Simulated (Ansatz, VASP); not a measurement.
# Ge2Sb2Te5: VASP beside Ansatz, part 2 of 2

Aim: how closely do two programs agree when they are given the same cell, functional and k mesh? The cell is taken from a series of runs on this material, whose earlier steps may have relaxed, scaled, displaced or heated it; both programs get it as it stands.

VASP 6.6.1 and Ansatz 0.2.0.

So far. Step 2 (VASP: single point, PBE, pair 1): The run ends at a pressure of 0.62 GPa, with forces up to 0.020 eV/Å.

## 5. VASP: single point, PBE, pair 2

Level of this step: PBE; plane waves and PAW (Ge_d, Sb, Te) (VASP).

A single point gives forces, pressure and levels at one fixed geometry, so differences don't come from the geometry; what else differs is listed under the comparison. The cell compared in this pair holds 277.20 Å³, against 273.09 Å³ for the pair before.

INCAR

```
SYSTEM = Ge2Sb2Te5
PREC = Accurate
ENCUT = 500
EDIFF = 1E-06
NELM = 120
ISMEAR = -1
SIGMA = 0.02
LREAL = .FALSE.
ALGO = Normal
GGA = PE
NBANDS = 43
LORBIT = 11
LWAVE = .FALSE.
LCHARG = .FALSE.
ISIF = 2
LASPH = .TRUE.
GGA_COMPAT = .FALSE.
EFERMI = MIDGAP
KPAR = 2
```

POSCAR

```
Ge2Sb2Te5
1.0
    4.3155347469      0.0000000000      0.0000000000
   -2.1577673735      3.7373627218      0.0000000000
    0.0000000000      0.0000000000     17.1868527300
Ge Sb Te
2 2 5
Direct
    0.3333333333      0.6666666667      0.9001538713
    0.6666666666      0.3333333334      0.0998461287
    1.0000000000      0.0000000000      0.6860084116
    1.0000000000      0.0000000000      0.3139915884
    1.0000000000      0.0000000000      0.0000000000
    0.6666666666      0.3333333334      0.8034695219
    0.3333333333      0.6666666667      0.1965304781
    0.3333333333      0.6666666667      0.5873085844
    0.6666666666      0.3333333334      0.4126914156
```

KPOINTS

```
Automatic mesh
0
Gamma
6 6 2
0 0 0
```

The projector-augmented-wave data sets are Ge_d, Sb and Te (PBE family, release 64).

Run with:

```sh
mpirun -np 2 vasp_std
```

Numbers of over 12 decimals in the logs are rounded to 6 here.

The log of the run:

```text
[... set-up lines as in an earlier step ...]
 entering main loop
       N       E                     dE             d eps       ncg     rms          rms(c)
DAV:   1     0.596038308542E+03    0.59604E+03   -0.26886E+04  1505   0.204E+03
DAV:   2     0.623714195656E+02   -0.53367E+03   -0.51380E+03  1311   0.568E+02
DAV:   3    -0.278462830947E+02   -0.90218E+02   -0.87213E+02  1431   0.152E+02
DAV:   4    -0.340027062533E+02   -0.61564E+01   -0.60846E+01  1466   0.465E+01
[...]
DAV:  19    -0.339996962449E+02    0.13698E-04   -0.39753E-07   674   0.342E-03    0.505E-01
DAV:  20    -0.339996888146E+02    0.74303E-05   -0.20692E-07   674   0.249E-03    0.502E-01
DAV:  21    -0.339996892698E+02   -0.45516E-06   -0.86455E-08   665   0.199E-03
   1 F= -.33999689E+02 E0= -.33999689E+02  d E =-.602692E-06
```

OUTCAR, selected parts (step 5):

```text
  Total       -0.8538232     -0.8538232      0.4099301      0.0000000     -0.0000000     -0.0000000
  in kB       -4.9349450     -4.9349450      2.3693227      0.0000000     -0.0000000     -0.0000000
  external PRESSURE =      -2.5001891 kB  Pullay stress =       0.0000000 kB

 POSITION                                       TOTAL-FORCE (eV/Angst)
 -----------------------------------------------------------------------------------
     -0.00000      2.49158     15.47081         0.000000     -0.000000     -0.013717
      2.15777      1.24579      1.71604        -0.000000      0.000000      0.013717
      0.00000      0.00000     11.79033         0.000000     -0.000000      0.009867
      0.00000      0.00000      5.39653         0.000000     -0.000000     -0.009867
      0.00000      0.00000      0.00000         0.000000     -0.000000     -0.000000
      2.15777      1.24579     13.80911         0.000000     -0.000000     -0.009046
     -0.00000      2.49158      3.37774         0.000000     -0.000000      0.009046
     -0.00000      2.49158     10.09399         0.000000      0.000000     -0.005735
      2.15777      1.24579      7.09287         0.000000     -0.000000      0.005735
 -----------------------------------------------------------------------------------
    total drift:                                0.000001     -0.000000     -0.000000

  FREE ENERGIE OF THE ION-ELECTRON SYSTEM (eV)
  ---------------------------------------------------
  free  energy   TOTEN  =       -33.9996892698 eV

  energy  without entropy=      -33.9996886671  energy(sigma->0) =      -33.99968897

[... 1 part as in an earlier step ...]

[... 2 further parts left out ...]
[key lines of the parts left out:]
E-fermi :   6.0863
```

The run ends at a pressure of -0.25 GPa, with forces up to 0.014 eV/Å.

## 6. Ansatz: single point, PBE, pair 2

The same cell, functional, mesh and smearing now go to Ansatz, which takes its cutoff from its data sets.

The cell is taken from a series of runs on this material, whose earlier steps may have relaxed, scaled, displaced or heated it; both programs get it as it stands.

input.yaml

```yaml
crystal:
  lattice:
    - [4.3155347469, 0.0, 0.0]
    - [-2.1577673735, 3.7373627218, 0.0]
    - [0.0, 0.0, 17.18685273]
  atoms:
    - { symbol: Ge, position: [0.3333333333, 0.6666666667, 0.9001538713] }
    - { symbol: Ge, position: [0.6666666667, 0.3333333333, 0.0998461287] }
    - { symbol: Sb, position: [0.0, 0.0, 0.6860084116] }
    - { symbol: Sb, position: [0.0, 0.0, 0.3139915884] }
    - { symbol: Te, position: [0.0, 0.0, 0.0] }
    - { symbol: Te, position: [0.6666666667, 0.3333333333, 0.8034695219] }
    - { symbol: Te, position: [0.3333333333, 0.6666666667, 0.1965304781] }
    - { symbol: Te, position: [0.3333333333, 0.6666666667, 0.5873085844] }
    - { symbol: Te, position: [0.6666666667, 0.3333333333, 0.4126914156] }
kpoints:
  mp_grid: { grid: [6, 6, 2] }
  band_path:
    path:
      - [0.0, 0.0, 0.0]
      - [0.5, 0.0, 0.0]
      - [0.33333333, 0.33333333, 0.0]
      - [0.0, 0.0, 0.5]
      - [0.5, 0.0, 0.5]
      - [0.33333333, 0.33333333, 0.5]
      - [0.066666666, 0.066666666, 0.0]
    npoints: 1
hamiltonian:
  xc: pbe
  pseudopotentials: { kind: paw, azcp: { folder: soft_1 } }
scf:
  occupations: { method: fermi_dirac, width: 0.02 }
  n_extra_bands: 7
output:
  eigenvalues: true
  forces: true
  stress: true
```

Run with:

```sh
ansatz run input.yaml --threads 2 --pin off --max-ram 92160MiB --backend cuda --events-out ev --progress --plain --runs-dir out --devices 1 --max-vram 13GiB
```

The log of the run:

```text
[...]
GPUs: using 1 of 1 available (devices: 1).
[...]
GPU FFT provider: cuFFT
GPU libraries: cuBLAS 13.8.2, cuFFT 12.4.0, cuSOLVER 12.3.4
Crystal: 9 atoms, lattice volume = 277.202 Å³
Basis set: ecut = 420 eV, 5427 PW (Γ), exchange–correlation on 60×60×240 points (8 copies of the dense FFT grid, shifted against one another)
[...]
k-point 0: bands = [... 65 lower, 7.6752, 7.8584, 8.1747, 8.8492, 9.2576, 9.2888, 9.2888, 9.8753, ... 3 higher]
  k-point 1: bands = [... 65 lower, 7.6070, 7.6581, 8.2711, 8.7512, 9.4319, 9.4337, 9.4337, 9.6396, ... 3 higher]
  k-point 2: bands = [... 65 lower, 7.7664, 7.8973, 8.3247, 8.7127, 9.5368, 9.6306, 10.1733, 10.1786, ... 3 higher]
  k-point 13: bands = [... 65 lower, 7.2744, 7.7739, 7.7739, 7.8953, 10.5288, 10.5288, 10.7909, 10.7909, ... 3 higher]
[key lines of the parts left out:]
SCF converged after 11 iterations
Free energy (F): -56460.366332 eV
Fermi energy:    9.049955 eV
P = ⅓ Tr σ = 0.1294 GPa (1.294 kbar)
```

## 7. Differences

What differs besides the data sets and the points named for the pairs above, as far as they apply: the data sets hold 138 valence electrons in Ansatz (on its PAW soft_1 files) and 68 in VASP. Total energies have different zeros and are not compared.

The two programs side by side:

```
              quantity  Ansatz   VASP  difference
        pressure (GPa)    0.13  -0.25       +0.38
gap on the k mesh (eV)   0.408  0.406      +0.003
```

At this near-relaxed geometry the largest component of a force difference is 12 meV/Å. A gap on the mesh is an upper bound, since the band edges may lie between its points. VASP's last cycles still show a density residual of 5e-02, so its state may not be settled.

## 8. VASP: single point, PBE, pair 3

A single point gives forces, pressure and levels at one fixed geometry, so differences don't come from the geometry; what else differs is listed under the comparison. The cell compared in this pair holds 281.36 Å³, against 277.20 Å³ for the pair before.

INCAR is that of step 5.

POSCAR

```
Ge2Sb2Te5
1.0
    4.3370050691      0.0000000000      0.0000000000
   -2.1685025345      3.7559565662      0.0000000000
    0.0000000000      0.0000000000     17.2723594600
Ge Sb Te
2 2 5
Direct
    0.3333333333      0.6666666667      0.9006745716
    0.6666666666      0.3333333334      0.0993254284
    1.0000000000      0.0000000000      0.6877389349
    1.0000000000      0.0000000000      0.3122610651
    1.0000000000      0.0000000000      0.0000000000
    0.6666666666      0.3333333334      0.8045932636
    0.3333333333      0.6666666667      0.1954067364
    0.3333333333      0.6666666667      0.5899588582
    0.6666666666      0.3333333334      0.4100411418
```

KPOINTS is that of step 5.

Run with:

```sh
mpirun -np 2 vasp_std
```

The log of the run:

```text
[... set-up lines as in an earlier step ...]
 entering main loop
       N       E                     dE             d eps       ncg     rms          rms(c)
DAV:   1     0.581232220267E+03    0.58123E+03   -0.26930E+04  1513   0.202E+03
DAV:   2     0.608437426099E+02   -0.52039E+03   -0.50093E+03  1308   0.571E+02
DAV:   3    -0.280576656877E+02   -0.88901E+02   -0.85954E+02  1450   0.150E+02
DAV:   4    -0.340019163133E+02   -0.59443E+01   -0.58715E+01  1437   0.461E+01
[...]
DAV:  16    -0.339959692907E+02    0.14291E-03   -0.94969E-05  1333   0.336E-02    0.222E-01
DAV:  17    -0.339959420891E+02    0.27202E-04   -0.20096E-05  1442   0.136E-02    0.189E-01
DAV:  18    -0.339959428285E+02   -0.73943E-06   -0.12134E-06   755   0.487E-03
   1 F= -.33995943E+02 E0= -.33995943E+02  d E =-.171164E-06
```

OUTCAR, selected parts (step 8):

```text
  Total       -1.3425743     -1.3425743      0.3239186     -0.0000000      0.0000000     -0.0000000
  in kB       -7.6451629     -7.6451629      1.8445242     -0.0000000      0.0000000     -0.0000000
  external PRESSURE =      -4.4819339 kB  Pullay stress =       0.0000000 kB

 POSITION                                       TOTAL-FORCE (eV/Angst)
 -----------------------------------------------------------------------------------
     -0.00000      2.50397     15.55677         0.000000     -0.000000     -0.010539
      2.16850      1.25199      1.71558        -0.000000      0.000000      0.010539
      0.00000      0.00000     11.87887        -0.000000     -0.000000      0.009645
      0.00000      0.00000      5.39349        -0.000000      0.000000     -0.009645
      0.00000      0.00000      0.00000        -0.000000     -0.000000     -0.000000
      2.16850      1.25199     13.89722        -0.000000     -0.000000     -0.014638
     -0.00000      2.50397      3.37514         0.000000      0.000000      0.014638
     -0.00000      2.50397     10.18998        -0.000000      0.000000     -0.003285
      2.16850      1.25199      7.08238        -0.000000     -0.000000      0.003285
 -----------------------------------------------------------------------------------
    total drift:                                0.000001     -0.000000     -0.000000

  FREE ENERGIE OF THE ION-ELECTRON SYSTEM (eV)
  ---------------------------------------------------
  free  energy   TOTEN  =       -33.9959428285 eV

  energy  without entropy=      -33.9959426573  energy(sigma->0) =      -33.99594274

[... 1 part as in an earlier step ...]

[... 2 further parts left out ...]
[key lines of the parts left out:]
E-fermi :   5.8643
```

The run ends at a pressure of -0.45 GPa, with forces up to 0.015 eV/Å.

## 9. Ansatz: single point, PBE, pair 3

The same cell, functional, mesh and smearing now go to Ansatz, which takes its cutoff from its data sets.

The cell is taken from a series of runs on this material, whose earlier steps may have relaxed, scaled, displaced or heated it; both programs get it as it stands.

input.yaml, the sections that differ from step 6:

```yaml
crystal:
  lattice:
    - [4.3370050691, 0.0, 0.0]
    - [-2.1685025345, 3.7559565662, 0.0]
    - [0.0, 0.0, 17.27235946]
  atoms:
    - { symbol: Ge, position: [0.3333333333, 0.6666666667, 0.9006745716] }
    - { symbol: Ge, position: [0.6666666667, 0.3333333333, 0.0993254284] }
    - { symbol: Sb, position: [0.0, 0.0, 0.6877389349] }
    - { symbol: Sb, position: [0.0, 0.0, 0.3122610651] }
    - { symbol: Te, position: [0.0, 0.0, 0.0] }
    - { symbol: Te, position: [0.6666666667, 0.3333333333, 0.8045932636] }
    - { symbol: Te, position: [0.3333333333, 0.6666666667, 0.1954067364] }
    - { symbol: Te, position: [0.3333333333, 0.6666666667, 0.5899588582] }
    - { symbol: Te, position: [0.6666666667, 0.3333333333, 0.4100411418] }
# kpoints, hamiltonian, scf, output: as in step 6
```

Run with:

```sh
ansatz run input.yaml --threads 2 --pin off --max-ram 92160MiB --backend cuda --events-out ev --progress --plain --runs-dir out --devices 1 --max-vram 13GiB
```

The log of the run:

```text
[...]
GPUs: using 1 of 1 available (devices: 1).
[...]
GPU FFT provider: cuFFT
GPU libraries: cuBLAS 13.8.2, cuFFT 12.4.0, cuSOLVER 12.3.4
Crystal: 9 atoms, lattice volume = 281.360 Å³
Basis set: ecut = 420 eV, 5535 PW (Γ), exchange–correlation on 60×60×240 points (8 copies of the dense FFT grid, shifted against one another)
[...]
k-point 0: bands = [... 65 lower, 7.4545, 7.6229, 7.9471, 8.5546, 9.0135, 9.0818, 9.0818, 9.6023, ... 3 higher]
  k-point 1: bands = [... 65 lower, 7.3983, 7.4517, 8.0294, 8.4733, 9.1593, 9.2050, 9.2050, 9.4381, ... 3 higher]
  k-point 2: bands = [... 65 lower, 7.5768, 7.6805, 8.0967, 8.4637, 9.3019, 9.4256, 9.9475, 9.9527, ... 3 higher]
  k-point 13: bands = [... 65 lower, 7.0688, 7.6088, 7.6088, 7.7417, 10.2967, 10.2967, 10.5521, 10.5939, ... 3 higher]
[key lines of the parts left out:]
SCF converged after 10 iterations
Free energy (F): -56460.363870 eV
Fermi energy:    8.784254 eV
P = ⅓ Tr σ = -0.3151 GPa (-3.151 kbar)
```

## 10. Side by side

What differs besides the data sets and the points named for the pairs above, as far as they apply: the data sets hold 138 valence electrons in Ansatz (on its PAW soft_1 files) and 68 in VASP. Total energies have different zeros and are not compared.

Compared:

```
              quantity  Ansatz   VASP  difference
        pressure (GPa)   -0.32  -0.45       +0.13
gap on the k mesh (eV)   0.459  0.456      +0.003
```

At this near-relaxed geometry the largest component of a force difference is 16 meV/Å. A gap on the mesh is an upper bound, since the band edges may lie between its points.

## 11. What came out

- difference in gap on the k mesh (single point, PBE, pair 1): 0.0036 eV
- r.m.s. force difference (single point, PBE, pair 1): 7.5 meV/Å
- difference in gap on the k mesh (single point, PBE, pair 2): 0.0029 eV
- difference in gap on the k mesh (single point, PBE, pair 3): 0.0029 eV
- r.m.s. force difference (single point, PBE, pair 3): 6.0 meV/Å

**Reading.** The r.m.s. force difference is 7.5 meV/Å (single point, PBE, pair 1), within the 12 meV/Å picked in this series as the mark of a large difference. The data sets hold unlike numbers of valence electrons (138 in Ansatz and 68 in VASP), so part of the differences comes from the potentials. 4 further runs of this series are not shown here. How closely two codes agree says nothing of how well the functional describes the real material.

[Lines on the potential files, build, host, timing and source positions are cut from VASP's logs without a mark.]

[Logs are printed without paths, hosts, clocks, repeated set-up lines and the standing remarks that a program may print on its own settings, such as how far it seeks lower states.]

[Hosts, paths, dates, database ids (printed as entryN), source tags and the programs' standing remarks are cut or masked in the printed files.]
